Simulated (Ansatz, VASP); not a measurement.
# Cross-check of SnSe2 between VASP and Ansatz, part 2 of 2

Aim: how closely do two programs agree when they are given the same cell, functional and k mesh? The cell is taken from a series of VASP runs on this material, whose earlier steps may have relaxed, scaled or displaced it; both programs get it as it stands.

VASP 6.6.1 and Ansatz 0.2.0.

So far: The starting structure; VASP: zone-centre phonons, LDA; Ansatz: zone-centre phonons, LDA.

### 4. Differences

Known differences besides the potentials themselves: the two LDA forms differ slightly; the data sets hold 46 valence electrons in Ansatz (default PAW (the set named soft_2) files) and 26 in VASP; the cutoff is 420 eV in Ansatz and 450 eV in VASP; VASP's log shows a relativistic correction to its local exchange, Ansatz's none; VASP uses finite displacements, Ansatz perturbation theory. Total energies have different zeros and are not compared.

Compared:

| quantity | Ansatz | VASP | difference |
| --- | --- | --- | --- |
| optical mode 1 to 2 (cm⁻¹) | 126.4 | 127.1 | -0.55 % |
| optical mode 3 to 4 (cm⁻¹) | 144.0 | 145.4 | -0.96 % |
| optical mode 5 (cm⁻¹) | 181.0 | 181.8 | -0.47 % |
| optical mode 6 (cm⁻¹) | 241.4 | 242.8 | -0.58 % |

Modes are paired by rising frequency and degeneracy, not by their patterns, so a pair may still set unlike modes beside each other.

### 5. VASP: relaxation of cell and atoms, r2SCAN

The relaxed volume is the usual yardstick between codes: its relative difference is about their pressure difference at one cell divided by the bulk modulus. The cell compared in this pair holds 83.15 Å³, against 73.90 Å³ for the pair before.

The input, INCAR:

```
SYSTEM = SnSe2
PREC = Accurate
ENCUT = 450
EDIFF = 1E-07
NELM = 100
ISMEAR = 0
SIGMA = 0.03
LREAL = .FALSE.
ALGO = Normal
METAGGA = R2SCAN
LASPH = .TRUE.
NBANDS = 19
LORBIT = 11
LWAVE = .FALSE.
LCHARG = .FALSE.
KPAR = 2
IBRION = 2
NSW = 50
ISIF = 3
EDIFFG = -0.002
```

The input, POSCAR:

```
SnSe2
1.0
    3.8447640702      0.0000000000      0.0000000000
   -1.9223820351      3.3296633563      0.0000000000
    0.0000000000      0.0000000000      6.4950348285
Sn Se
1 2
Direct
    0.0000000000      0.0000000000      0.0000000000
    0.6666666667      0.3333333333      0.7578397206
    0.3333333333      0.6666666667      0.2421602794
```

The input, KPOINTS:

```
Automatic mesh
0
Gamma
6 6 4
0 0 0
```

The projector-augmented-wave data sets are Sn_d and Se (PBE family, release 64).

Command:

```console
> mpirun -np 2 vasp_std
```

Numbers of over 12 decimals in the logs are rounded to 6 here.

Log:

```text
[banner, memory and clock lines left out]
running    2 mpi-ranks, on    1 nodes
[...]
|                                                                             |
|               ----> ADVICE to this user running VASP <----                  |
|                                                                             |
|     You enforced a specific xc type in the INCAR file but a different       |
|     [... a line on the potential file left out ...]
|     I HOPE YOU KNOW WHAT YOU ARE DOING!                                     |
|                                                                             |

 LDA part: xc-table for (None), standard interpolation
 POSCAR, INCAR and KPOINTS ok, starting setup
[...]
entering main loop
       N       E                     dE             d eps       ncg     rms          rms(c)
DAV:   1     0.145322287266E+03    0.14532E+03   -0.11486E+04   921   0.140E+03
DAV:   2    -0.377712981741E+02   -0.18309E+03   -0.17776E+03  1012   0.355E+02
DAV:   3    -0.583791398931E+02   -0.20608E+02   -0.20254E+02  1122   0.113E+02
DAV:   4    -0.590672717384E+02   -0.68813E+00   -0.68724E+00  1099   0.220E+01
[...]
DAV:  13    -0.546293075288E+02   -0.37333E-06   -0.83652E-07  1076   0.598E-03    0.176E-03
DAV:  14    -0.546293073312E+02    0.19751E-06   -0.77237E-08   810   0.213E-03    0.299E-04
DAV:  15    -0.546293073546E+02   -0.23383E-07   -0.47147E-09   543   0.676E-04
   1 F= -.54629307E+02 E0= -.54629307E+02  d E =-.546293E+02
[... from here on, the cycles between the ionic steps are left out ...]
   2 F= -.54629309E+02 E0= -.54629309E+02  d E =-.152693E-05
   3 F= -.54629309E+02 E0= -.54629309E+02  d E =-.154830E-05
   4 F= -.54629310E+02 E0= -.54629310E+02  d E =-.131778E-05
   5 F= -.54629313E+02 E0= -.54629313E+02  d E =-.457689E-05
   6 F= -.54629318E+02 E0= -.54629318E+02  d E =-.905513E-05
   7 F= -.54629318E+02 E0= -.54629318E+02  d E =-.942791E-05
   8 F= -.54629320E+02 E0= -.54629320E+02  d E =-.106841E-04
   9 F= -.54629322E+02 E0= -.54629322E+02  d E =-.278292E-05
  10 F= -.54629326E+02 E0= -.54629326E+02  d E =-.676588E-05
[...]
reached required accuracy - stopping structural energy minimisation
```

Parts of OUTCAR (step 5):

```text
  Total        0.0021487      0.0021487      0.0019867      0.0000000     -0.0000000      0.0000000
  in kB        0.0413216      0.0413216      0.0382061      0.0000000     -0.0000000      0.0000000
  external PRESSURE =       0.0402831 kB  Pullay stress =       0.0000000 kB

 POSITION                                       TOTAL-FORCE (eV/Angst)
 -----------------------------------------------------------------------------------
      0.00000     -0.00000      0.00000        -0.000000      0.000000      0.000000
      1.92223      1.10980      4.93588         0.000000     -0.000000     -0.000445
     -0.00000      2.21960      1.57291        -0.000000      0.000000      0.000445
 -----------------------------------------------------------------------------------
    total drift:                               -0.000000     -0.000000      0.000000

  FREE ENERGIE OF THE ION-ELECTRON SYSTEM (eV)
  ---------------------------------------------------
  free  energy   TOTEN  =       -54.6293263529 eV

  energy  without entropy=      -54.6293263529  energy(sigma->0) =      -54.62932635

 reached required accuracy - stopping structural energy minimisation

[... 1 part as in an earlier step ...]

[... 2 further parts left out ...]
[key lines of the parts left out:]
E-fermi :   3.1815
```

### 6. Ansatz: relaxation of cell and atoms, r2SCAN

The same cell, functional, mesh and smearing now go to Ansatz, which takes its cutoff from its data sets.

The cell is taken from a series of VASP runs on this material, whose earlier steps may have relaxed, scaled or displaced it; both programs get it as it stands.

The input, input.yaml:

```yaml
crystal:
  lattice:
    - [3.8447640702, 0.0, 0.0]
    - [-1.9223820351, 3.3296633563, 0.0]
    - [0.0, 0.0, 6.4950348285]
  atoms:
    - { symbol: Sn, position: [0.0, 0.0, 0.0] }
    - { symbol: Se, position: [0.6666666667, 0.3333333333, 0.7578397206] }
    - { symbol: Se, position: [0.3333333333, 0.6666666667, 0.2421602794] }
hamiltonian:
  xc: r2scan
  pseudopotentials: { kind: paw }
kpoints:
  mp_grid: { grid: [6, 6, 4] }
scf:
  occupations: { method: gaussian, width: 0.03 }
relax:
  f_tol: 0.01
  max_steps: 60
  cell: { stress_tol: 0.05 }
output:
  forces: true
  stress: true
```

Command:

```console
> ansatz run input.yaml --threads 4 --pin off --max-ram 9216MiB --backend cpu --events-out ev --progress --plain --runs-dir out
```

Log:

```text
[...]
Crystal: 3 atoms, lattice volume = 83.148 Å³
Basis set: ecut = 500 eV, 2057 PW (Γ), exchange–correlation on 120×120×192 points (64 copies of the dense FFT grid, shifted against one another)
Bands: 28, of which v1, the nominal top of the filled ones, is band 23 counted from 1 (22 counted from 0)
Symmetry: 12 space group operations
[...]
k-points: 24 of 144
[...]
F+E_penalty+E_count = -16996.16472227 eV   max|allowed force component| = 7.837e-4 eV/Å   (the final SCF, on the basis selected at the relaxed cell)
  cell:  # Å, volume = 83.1928 Å³
    - [3.844139, 0.0, 3.4616563993783694e-19]
    - [-1.922070, 3.329122, 0]
    - [5.8478435784135335e-19, 1.6881270320879048e-19, 6.500652]
  atoms:
    - { symbol: Sn, position: [0, 0, 0] }
    - { symbol: Se, position: [0.666667, 0.333333, 0.758204] }
    - { symbol: Se, position: [0.333333, 0.666667, 0.241796] }
[key lines of the parts left out:]
SCF converged after 4 iterations
Free energy (F): -16996.164722 eV
Fermi energy:    7.214172 eV
P = ⅓ Tr σ = 0.0088 GPa (0.088 kbar)
```

Elapsed: 6.4 s, on 4 threads of Arm Neoverse V2, shared host; peak memory 0.61 GiB.

### 7. Side by side

What differs besides the data sets and the points named for the pairs above, as far as they apply: VASP keeps PBE cores, Ansatz makes them for the functional; both relaxations stop at a tolerance, which leaves soft axes loose, and VASP keeps its plane-wave basis; the cutoff is 500 eV in Ansatz and 450 eV in VASP; Ansatz adds a Pulay correction to the stress that steers its cell, VASP none. Total energies have different zeros and are not compared.

Compared:

| quantity | Ansatz | VASP | difference |
| --- | --- | --- | --- |
| volume (Å³) | 83.19 | 83.31 | -0.14 % |
| edge a after relaxation, in the typed setting (Å) | 3.844 | 3.845 | -0.01 % |
| edge c after relaxation, in the typed setting (Å) | 6.501 | 6.509 | -0.12 % |

The walks stopped with 0.01 GPa left in Ansatz and 0.00 GPa in VASP; each walk ends within a tolerance, so the volume difference is uncertain by about these residues over the bulk modulus, most in soft cells.

### 8. Results

```yaml
r_m_s_difference_of_the_optical_zone_centre_modes_each_program_s_sorted_by_frequency_zone_centre_phonons_lda: 1.1 cm⁻¹
difference_in_optical_mode_3_to_4_zone_centre_phonons_lda: -1.0 %
difference_in_volume_relaxation_of_cell_and_atoms_r2scan: -0.14 %
```

The difference in volume is -0.14 % (relaxation of cell and atoms, r2SCAN), within the 1.2 % picked in this series as the mark of a large difference, as far as the stopping tolerances let one tell. Among the rows given in per cent, the largest difference of the zone-centre phonons, LDA pair is in optical mode 3 to 4, -1.0 %. How closely two codes agree says nothing of how well the functional describes the real material.

[Lines on the potential files, build, host, timing and source positions are cut from VASP's logs without a mark.]

[Logs are printed without paths, hosts, clocks, repeated set-up lines and the standing remarks that a program may print on its own settings, such as how far it seeks lower states.]

[Hosts, paths, dates, database ids (printed as entryN), source tags and the programs' standing remarks are cut or masked in the printed files.]
